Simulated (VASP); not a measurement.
Here is the system:

```
CELL_PARAMETERS angstrom
      3.89843     0.00000     0.00000
      0.00000     3.89843     0.00000
      0.00000     0.00000     3.89843
ATOMIC_POSITIONS crystal
  Ti 0.00000 0.00000 0.00000
  Pt 0.00000 0.50000 0.50000
  Pt 0.50000 0.00000 0.50000
  Pt 0.50000 0.50000 0.00000
```

The numbers are results of rev-vdW-DF2, VASP's PBE PAW potentials (set 64) (plane waves; VASP 6.6.1), not measurements. Settings: 520 eV cut-off, 7×7×7 Γ-centred mesh, first-order Methfessel-Paxton smearing of 0.10 eV, potentials Ti_sv Pt.

Energy and stress use the plane-wave basis of the starting cell.

The ions, cell shape and volume are relaxed. What does this cell relax into?

```
CELL_PARAMETERS angstrom
      3.92799     0.00000     0.00000
      0.00000     3.92799     0.00000
      0.00000     0.00000     3.92799
ATOMIC_POSITIONS crystal
  Ti 0.00000 0.00000 0.00000
  Pt 0.00000 0.50000 0.50000
  Pt 0.50000 0.00000 0.50000
  Pt 0.50000 0.50000 0.00000
```
Space group Pm-3m (221), at a tolerance of 0.03 Å.

How do energy and volume change from the first to the last step?

The energy (σ→0) changes by -6.0 meV/atom and the volume by +2.3 %, in 3 ionic steps.

```csv
step,E(σ→0) (eV),max force (eV/Å),pressure (GPa),volume (Å³)
1,-20.8657,0.000,5.83,59.25
2,-20.7567,0.000,-11.85,63.99
3,-20.8897,0.000,-0.11,60.61
```

The compound is Pt3Ti in the L1_2 structure. This run relaxes it. Symmetry was kept, so distortions that lower it aren't found.
